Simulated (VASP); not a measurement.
Set up this calculation in VASP 6.6.1, as the native input.

```yaml
Task: single point
Functional: PBE
Potentials_or_basis: VASP PAW PBE potentials, release 64 (Rb_sv, As)
Cutoff: 520 eV
k_mesh: 7 × 7 × 4
Occupations: fermi-dirac, width 0.05 eV
Spin: no spin polarisation
Further_INCAR_settings: ALGO = Normal; EDIFF = 1e-07; NBANDS = 18
```

The structure of Rb2As lies in POSCAR:

```
Rb2As
1.0
    4.1195000000      0.0000000000      0.0000000000
    0.0000000000      4.1195000000      0.0000000000
    0.0000000000      0.0000000000      8.1187800000
Rb As
2 1
Direct
    0.5121160000      0.5037830000      0.7670210000
    0.4938800000      0.4865700000      0.2326590000
    0.0048130000     -0.0067010000     -0.0084470000
```

The cell was built by a generator and needn't be a form met in nature.

The cell isn't the ideal one: atoms moved at random, drawn with an rms of 0.05 Å.

One way to write it, as run:

INCAR

```
ALGO     = Normal         # electronic algorithm
EDIFF    = 1E-7           # SCF threshold, eV
ENCUT    = 520            # plane-wave cutoff, eV
GGA      = PE             # functional
ISIF     = 2              # what is computed and relaxed
ISMEAR   = -1             # smearing method
LASPH    = True           # aspherical terms in the spheres
LCHARG   = True           # write CHGCAR
LELF     = True           # ELF
LREAL    = False          # projectors in reciprocal space
LVHAR    = True         
LWAVE    = False          # write WAVECAR
NBANDS   = 18             # bands
NELM     = 100            # most SCF steps
PREC     = Accurate       # precision mode
SIGMA    = 0.05           # smearing width, eV
```

KPOINTS

```
k-points
0
Gamma
  7 7 4
```

Potentials or basis: VASP PAW PBE potentials, release 64 (Rb_sv, As).

Command:

```console
$ cat potpaw_PBE.64/Rb_sv/POTCAR potpaw_PBE.64/As/POTCAR > POTCAR
$ mpirun -np 1 vasp_std > vasp.out
```

It gave:

```
Pressure               : 0.8 GPa
Largest force          : 0.163 eV/Å
Band gap on the k mesh : none (metal or under the smearing width)
```

Wall time 8.9 min on 1 thread of Intel(R) Xeon(R) Platinum 8175M CPU @ 2.50GHz (Skylake/Cascade Lake), with other jobs on the host, peak memory 0.39 GiB.
